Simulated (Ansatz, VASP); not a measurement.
# Cross-check of ZnCd (ZnCd in the Bh ordering) between VASP and Ansatz, part 2 of 2

Wanted: the spread between two codes on one cell, functional and k mesh. The cell is generated by rule, not measured, and may not be a known phase. Of the first pair: The cell is taken from a series of runs on this material, whose earlier steps may have relaxed, scaled, displaced or heated it; both programs get it as it stands.

VASP 6.6.1 and Ansatz 0.2.0.

So far: The starting structure; Ansatz: relaxation of cell and atoms, PBE, pair 1; VASP: relaxation of cell and atoms, PBE, pair 1; Differences; Ansatz: relaxation of cell and atoms, PBE, pair 2.

### 6. VASP: relaxation of cell and atoms, PBE, pair 2

Level of this step: PBE; plane waves and PAW (Cd, Zn); invented cell (VASP).

Its own start cell and the same functional, mesh and smearing now go to VASP, with its own data sets.

The input, INCAR:

```
SYSTEM = ZnCd
PREC = Accurate
ENCUT = 500
EDIFF = 1E-07
NELM = 120
ISMEAR = 0
SIGMA = 0.1
LREAL = .FALSE.
ALGO = Normal
GGA = PE
NBANDS = 18
LORBIT = 11
LWAVE = .FALSE.
LCHARG = .FALSE.
ISIF = 3
IBRION = 2
NSW = 80
EDIFFG = -0.005
LASPH = .TRUE.
GGA_COMPAT = .FALSE.
NELMIN = 4
KPAR = 2
```

The input, POSCAR:

```
ZnCd
1.0
    3.0698288381      0.0000000214      0.0000000000
   -1.5349138822      2.6585498830      0.0000000000
    0.0000000000      0.0000000000      4.6809389248
Cd Zn
1 1
Direct
    0.3333332208      0.6666666667      0.2500000000
    0.6666664416      0.3333333333      0.7500000000
```

The input, KPOINTS:

```
Automatic mesh
0
Gamma
12 12 6
0 0 0
```

Potentials, in the order of the species: Cd and Zn (PBE family, release 64).

Started as:

```console
$ mpirun -np 2 vasp_std
```

Numbers of over 12 decimals in the logs are rounded to 6 here.

The log of the run:

```text
[... set-up lines as in an earlier step ...]
 entering main loop
       N       E                     dE             d eps       ncg     rms          rms(c)
DAV:   1     0.148996181023E+03    0.14900E+03   -0.12447E+04  2752   0.170E+03
DAV:   2     0.368688354739E+01   -0.14531E+03   -0.14083E+03  2756   0.332E+02
DAV:   3    -0.178525561894E+01   -0.54721E+01   -0.54516E+01  3074   0.758E+01
DAV:   4    -0.181033012152E+01   -0.25075E-01   -0.25069E-01  3134   0.483E+00
[...]
DAV:  10    -0.168204965132E+01   -0.33659E-04   -0.38729E-05  2994   0.709E-02    0.722E-03
DAV:  11    -0.168204966890E+01   -0.17587E-07   -0.12422E-06  3044   0.121E-02    0.182E-03
DAV:  12    -0.168204963975E+01    0.29157E-07   -0.14750E-07  2378   0.368E-03
   1 F= -.16820496E+01 E0= -.16813684E+01  d E =-.168205E+01
[...]
N       E                     dE             d eps       ncg     rms          rms(c)
DAV:   1    -0.168227984463E+01   -0.23018E-03   -0.33656E-03  2926   0.847E-01    0.107E-01
DAV:   2    -0.168208235306E+01    0.19749E-03   -0.63685E-04  2896   0.455E-01    0.341E-02
DAV:   3    -0.168206412151E+01    0.18232E-04   -0.23176E-05  3270   0.860E-02    0.248E-02
DAV:   4    -0.168205815098E+01    0.59705E-05   -0.23538E-06  3432   0.259E-02    0.105E-02
DAV:   5    -0.168205626237E+01    0.18886E-05   -0.78169E-07  3138   0.102E-02    0.105E-03
DAV:   6    -0.168205626742E+01   -0.50495E-08   -0.59508E-08  1494   0.293E-03
   2 F= -.16820563E+01 E0= -.16813683E+01  d E =-.662767E-05
 trial-energy change:   -0.000007  1 .order   -0.000007   -0.000011   -0.000004
 step:   1.6047(harm=  1.6047)  dis= 0.00000  next Energy=    -1.682058 (dE=-0.873E-05)
 reached required accuracy - stopping structural energy minimisation
```

From OUTCAR (step 6):

```text
  Total        0.0057217      0.0057217      0.0002739      0.0000000      0.0000000      0.0000000
  in kB        0.2397690      0.2397690      0.0114779      0.0000001      0.0000000      0.0000000
  external PRESSURE =       0.1636720 kB  Pullay stress =       0.0000000 kB

 POSITION                                       TOTAL-FORCE (eV/Angst)
 -----------------------------------------------------------------------------------
      0.00000      1.77300      1.17035         0.000000      0.000000      0.000000
      1.53546      0.88650      3.51104        -0.000000     -0.000000     -0.000000
 -----------------------------------------------------------------------------------
    total drift:                                0.000213     -0.000001     -0.000001

  FREE ENERGIE OF THE ION-ELECTRON SYSTEM (eV)
  ---------------------------------------------------
  free  energy   TOTEN  =        -1.6820562674 eV

  energy  without entropy=       -1.6806804034  energy(sigma->0) =       -1.68136834

[... 2 parts as in an earlier step ...]

[... 2 further parts left out ...]
[key lines of the parts left out:]
E-fermi :   2.7740
```

### 7. Differences

What differs besides the data sets and the points named for the pairs above, as far as they apply: the data sets hold 32 valence electrons in Ansatz (on its default PAW (the set named soft_2) files) and 24 in VASP. Total energies have different zeros and are not compared.

Both answers:

| quantity | Ansatz | VASP | difference |
| --- | --- | --- | --- |
| volume (Å³) | 38.05 | 38.23 | -0.49 % |
| edge a after relaxation, in the typed setting (Å) | 3.066 | 3.071 | -0.15 % |
| edge c after relaxation, in the typed setting (Å) | 4.673 | 4.681 | -0.18 % |

### 8. VASP: zone-centre phonons, PBE

Second derivatives magnify differences that forces hide, and they need a tight electronic threshold.

The input, INCAR:

```
SYSTEM = ZnCd
PREC = Accurate
ENCUT = 500
EDIFF = 1E-08
NELM = 120
ISMEAR = 1
SIGMA = 0.2
LREAL = .FALSE.
ALGO = Normal
GGA = PE
NBANDS = 18
LORBIT = 11
LWAVE = .FALSE.
LCHARG = .FALSE.
ISIF = 2
IBRION = 8
LASPH = .TRUE.
GGA_COMPAT = .FALSE.
KPAR = 2
```

The input, POSCAR:

```
ZnCd
1.0
    3.0677083637      0.0000000000      0.0000000000
   -1.5338541818      2.6567133743      0.0000000000
    0.0000000000      0.0000000000      4.6657523614
Cd Zn
1 1
Direct
    0.3333333333      0.6666666667      0.2500000000
    0.6666666667      0.3333333333      0.7500000000
```

The input, KPOINTS:

```
Automatic mesh
0
Gamma
6 6 4
0 0 0
```

Started as:

```console
$ mpirun -np 2 vasp_std
```

The log of the run:

```text
[... set-up lines as in an earlier step ...]
 entering main loop
       N       E                     dE             d eps       ncg     rms          rms(c)
DAV:   1     0.146559047312E+03    0.14656E+03   -0.12384E+04   756   0.169E+03
DAV:   2     0.345601211876E+01   -0.14310E+03   -0.13889E+03   756   0.328E+02
DAV:   3    -0.168414032694E+01   -0.51402E+01   -0.51249E+01   868   0.742E+01
DAV:   4    -0.170624451348E+01   -0.22104E-01   -0.22099E-01   858   0.461E+00
[...]
DAV:  11    -0.157391665637E+01    0.12292E-06   -0.72443E-07   888   0.143E-02    0.121E-03
DAV:  12    -0.157391654429E+01    0.11208E-06   -0.62700E-08   834   0.263E-03    0.274E-04
DAV:  13    -0.157391654246E+01    0.18294E-08   -0.44183E-09   422   0.123E-03
   1 F= -.15739165E+01 E0= -.15749983E+01  d E =0.324514E-02
 Linear response reoptimize wavefunctions to high precision
DAV:   1    -0.157391653999E+01    0.24665E-08   -0.28669E-10   448   0.228E-04
DAV:   2    -0.157391653991E+01    0.80945E-10   -0.26434E-11   408   0.548E-05
 Linear response DOF=           4
 Linear response progress:
[...]
RMM:  11    -0.204401767628E+00   -0.35038E-08   -0.25611E-09  2377   0.381E-05    0.288E-07
 first order change of Fermi-energy  -0.15472E-04
 force on displaced ion       2 direction 1 :  -0.702  -0.002   0.000
 Linear response progress:
  Degree of freedom:   4/  4
       N       E                     dE             d eps       ncg     rms          rms(c)
RMM:   1    -0.217270132068E+00   -0.21727E+00   -0.21052E-02  1185   0.157E+00
RMM:   2    -0.215776080988E+00    0.14941E-02   -0.85991E-04  1269   0.301E-01    0.416E-02
RMM:   3    -0.215530382550E+00    0.24570E-03    0.42606E-05  1448   0.420E-02    0.238E-02
RMM:   4    -0.215234810974E+00    0.29557E-03   -0.97533E-07  1475   0.271E-02    0.374E-03
RMM:   5    -0.215215819172E+00    0.18992E-04   -0.51883E-06  1505   0.415E-03    0.123E-03
RMM:   6    -0.215208459707E+00    0.73595E-05   -0.16720E-06  1507   0.117E-03    0.402E-04
RMM:   7    -0.215208478406E+00   -0.18698E-07   -0.56348E-07  1508   0.586E-04    0.871E-05
RMM:   8    -0.215208137363E+00    0.34104E-06    0.22246E-07  1521   0.176E-04    0.116E-05
RMM:   9    -0.215208146264E+00   -0.89004E-08   -0.22887E-08  1526   0.710E-05    0.349E-06
 first order change of Fermi-energy  -0.10856E-03
 force on displaced ion       2 direction 3 :   0.000  -0.000  -4.116
 Linear response finished
```

Parts of OUTCAR (step 8):

```text
  Total        0.0472506      0.0472506     -0.1024288      0.0000000      0.0000000      0.0000000
  in kB        1.9908433      1.9908433     -4.3157102      0.0000000      0.0000000      0.0000000
  external PRESSURE =      -0.1113412 kB  Pullay stress =       0.0000000 kB

 POSITION                                       TOTAL-FORCE (eV/Angst)
 -----------------------------------------------------------------------------------
     -0.00000      1.77114      1.16644        -0.000000     -0.000000      0.000000
      1.53385      0.88557      3.49931         0.000000      0.000000      0.000000
 -----------------------------------------------------------------------------------
    total drift:                               -0.000000      0.000000     -0.000000

[... 2 further parts left out ...]
```

The k-mesh is coarse for a metal.

### 9. Ansatz: zone-centre phonons, PBE

The same cell, functional, mesh and smearing now go to Ansatz, which takes its cutoff from its data sets.

The cell is taken from a series of runs on this material, whose earlier steps may have relaxed, scaled, displaced or heated it; both programs get it as it stands.

The input, input.yaml:

```yaml
crystal:
  lattice:
    - [3.0677083637, 0.0, 0.0]
    - [-1.5338541818, 2.6567133743, 0.0]
    - [0.0, 0.0, 4.6657523614]
  atoms:
    - { symbol: Cd, position: [0.3333333333, 0.6666666667, 0.25] }
    - { symbol: Zn, position: [0.6666666667, 0.3333333333, 0.75] }
kpoints:
  mp_grid: { grid: [6, 6, 4] }
hamiltonian:
  xc: pbe
scf:
  occupations: { method: methfessel_paxton, width: 0.2 }
output:
  eigenvalues: true
phonons:
  method: dfpt
  qmesh: [2, 2, 1]
  temperatures: { t_max: 1000, t_step: 50 }
  qpath:
    path:
      - [[0.0, 0.0, 0.0], [0.5, 0.0, 0.0], [0.33333333, 0.33333333, 0.0], [0.0, 0.0, 0.0], [0.0, 0.0, 0.5], [0.5, 0.0, 0.5], [0.33333333, 0.33333333, 0.5], [0.0, 0.0, 0.5]]
      - [[0.5, 0.0, 0.5], [0.5, 0.0, 0.0]]
      - [[0.33333333, 0.33333333, 0.5], [0.33333333, 0.33333333, 0.0]]
    npoints: 10
```

Started as:

```console
$ ansatz run input.yaml --threads 4 --pin off --max-ram 8192MiB --backend cpu --events-out ev --progress --plain --runs-dir out
```

The log of the run:

```text
[...]
Crystal: 2 atoms, lattice volume = 38.026 Å³
Basis set: ecut = 420 eV, 735 PW (Γ), exchange–correlation on 48×48×64 points (8 copies of the dense FFT grid, shifted against one another)
Bands: 20, of which v1, the nominal top of the filled ones, is band 16 counted from 1 (15 counted from 0)
Symmetry: 12 space group operations
k-points: 21 of 144 (time reversal used)
[...]
largest difference from the sums on the solved wave vectors: F 3.83e-1 eV, S 5.11e-4 and C_V 1.28e-4 eV/K
  zero-point energy: 0.029036 eV/cell   skipped modes (ω ≤ 0): 15, of them read as no rigid motion or as one in doubt: 12 (1.562e-2 modes/cell left out, lowest -11.98 cm⁻¹)   left out of the sums: 2.67e-3 of the cell's modes: C_V's classical limit lies that fraction below 3 k_B per atom; for a crystal, a wire or a layer, F and S can be off by more, and a phonons.interpolated_qmesh denser along its periods is the remedy for the sampling
[key lines of the parts left out:]
SCF converged after 9 iterations
Free energy (F): -11573.203681 eV
Fermi energy:    12.631348 eV
```

### 10. Differences

What differs besides the data sets and the points named for the pairs above, as far as they apply: VASP's run holds the zone centre alone; the data sets hold 32 valence electrons in Ansatz (on its default PAW (the set named soft_2) files) and 24 in VASP. Total energies have different zeros and are not compared.

Both answers:

| quantity | Ansatz | VASP | difference |
| --- | --- | --- | --- |
| optical mode 1 to 2 (cm⁻¹) | 64.3 | 67.5 | -4.83 % |
| optical mode 3 (cm⁻¹) | 163.2 | 164.9 | -1.06 % |

Modes are paired by rising frequency, not by their patterns, so a pair may set unlike modes beside each other; they are those without the splitting of longitudinal modes.

### 11. Outcome

```
difference in volume (relaxation of cell and atoms, PBE, pair 1)                                                  : -0.53 %
difference in volume (relaxation of cell and atoms, PBE, pair 2)                                                  : -0.49 %
r.m.s. difference of the optical zone-centre modes, each program's sorted by frequency (zone-centre phonons, PBE) : 2.8 cm⁻¹
difference in optical mode 1 to 2 (zone-centre phonons, PBE)                                                      : -4.8 %
```

In words: The difference in volume is -0.53 % (relaxation of cell and atoms, PBE, pair 1), within the 1.2 % picked in this series as the mark of a large difference, as far as the stopping tolerances let one tell. The data sets hold unlike numbers of valence electrons (32 in Ansatz and 24 in VASP), so part of the differences comes from the potentials. Among the rows given in per cent, the largest difference of the zone-centre phonons, PBE pair is in optical mode 1 to 2, -4.8 %. How closely two codes agree says nothing of how well the functional describes the real material.

[Lines on the potential files, build, host, timing and source positions are cut from VASP's logs without a mark.]

[Logs are printed without paths, hosts, clocks, repeated set-up lines and the standing remarks that a program may print on its own settings, such as how far it seeks lower states.]

[Hosts, paths, dates, database ids (printed as entryN), source tags and the programs' standing remarks are cut or masked in the printed files.]
